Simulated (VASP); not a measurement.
Calculation: LDA (Ceperley-Alder, Perdew-Zunger), VASP's LDA PAW potentials (set 64) (plane waves; VASP).

VASP input:

**INCAR**
```
LWAVE  =  .False.
SIGMA  =  0.05   # width (eV)
LMAXMIX  =  4   # l cut-off of mixed one-centre charges
LREAL  =  .False.   # projection in real space or not
ISIF  =  2
NELM  =  100
ISMEAR  =  0   # Gaussian
EDIFF  =  1E-6   # SCF stop (eV)
PREC  =  Accurate
ALGO  =  Normal   # blocked Davidson
ENCUT  =  300
SYSTEM  =  Pd
LASPH  =  .True.   # aspherical one-centre terms
LCHARG  =  .False.
```

File POSCAR:
```
Pd
1
    2.7643920000     0.0000000000     0.0000000000
   -1.3821960000     2.3940330000     0.0000000000
    0.0000000000     0.0000000000     8.8944480000
Pd
4
Direct
  0.0000000000   0.0000000000   0.0000000000
  0.0000000000   0.0000000000   0.5000000000
  0.3333330000   0.6666670000   0.2500000000
  0.6666670000   0.3333330000   0.7500000000
```

**KPOINTS**
```
Automatic mesh
0
Gamma
11 11 3
```

POTCAR, in this order: Pd (LDA.64 set). Program: vasp_std.

**Question.** What will the output report for the number of irreducible k-points (NKPTS), largest plane-wave count, number of space-group operations, FFT grid (NGX, NGY, NGZ)?

**Answer.** 
```json
{
 "number of irreducible k-points (NKPTS)": "32",
 "largest_plane_wave_count": "712",
 "number_of_space_group_operations": "24",
 "FFT grid (NGX, NGY, NGZ)": "16 × 16 × 50"
}
```

The structure was generated: Pd was put into an ordered model structure, which need not be its known phase. The cell was not relaxed at this level. VASP warned that the highest band is occupied, so more bands are needed.
